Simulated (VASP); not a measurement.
VASP ran on this input.

KPOINTS:
```
K-points
0
G
8 8 8
```

File POSCAR:
```
MgSe
1
    0.0000000000     2.7300000000     2.7300000000
    2.7300000000     0.0000000000     2.7300000000
    2.7300000000     2.7300000000     0.0000000000
Mg Se
1 1
Direct
  0.0000000000   0.0000000000   0.0000000000
  0.5000000000   0.5000000000   0.5000000000
```

### INCAR
```
SYSTEM = MgSe
PREC = Accurate
ENCUT = 520
EDIFF = 1E-6
NELM = 100
ALGO = Normal
LREAL = .FALSE.
LASPH = .TRUE.
ISMEAR = 0
SIGMA = 0.05
GGA = RP
LMAXMIX = 4
LWAVE = .FALSE.
LCHARG = .FALSE.
IBRION = 2
ISIF = 3
NSW = 60
EDIFFG = -0.01
```

POTCAR, in this order: Mg Se (PBE.64 set). Program: vasp_std.

Task: Write an equivalent input for Quantum ESPRESSO's pw.x.

Result: One equivalent input (not run):
```
&CONTROL
  calculation = 'vc-relax'
  pseudo_dir = './pseudo'
  outdir = './out'
  tprnfor = .true.
  tstress = .true.
  nstep = 60
  forc_conv_thr = 0.00039
/
&SYSTEM
  ibrav = 0
  nat = 2
  ntyp = 2
  ecutwfc = 86
  occupations = 'smearing'
  smearing = 'gaussian'
  degauss = 0.003675
  input_dft = 'rpbe'
/
&ELECTRONS
  conv_thr = 7.3e-08
  electron_maxstep = 100
/
&IONS
/
&CELL
/
ATOMIC_SPECIES
  Mg 24.305 Mg.upf
  Se 78.971 Se.upf
CELL_PARAMETERS angstrom
     0.0000000    2.7300000    2.7300000
     2.7300000    0.0000000    2.7300000
     2.7300000    2.7300000    0.0000000
ATOMIC_POSITIONS crystal
  Mg   0.0000000  0.0000000  0.0000000
  Se   0.5000000  0.5000000  0.5000000
K_POINTS automatic
  8 8 8 0 0 0
```
Limits of the translation: the potentials are each code's own (VASP's PAW set, PseudoDojo norm-conserving files in pw.x), so ENCUT and ecutwfc are chosen apart and not converted; conv_thr bounds pw.x's estimated SCF error, while EDIFF bounds the energy change between steps; forc_conv_thr acts on force components and is met together with etot_conv_thr.

The compound is MgSe in the rock salt structure. This run relaxes it. Symmetry was kept, so distortions that lower it aren't found.
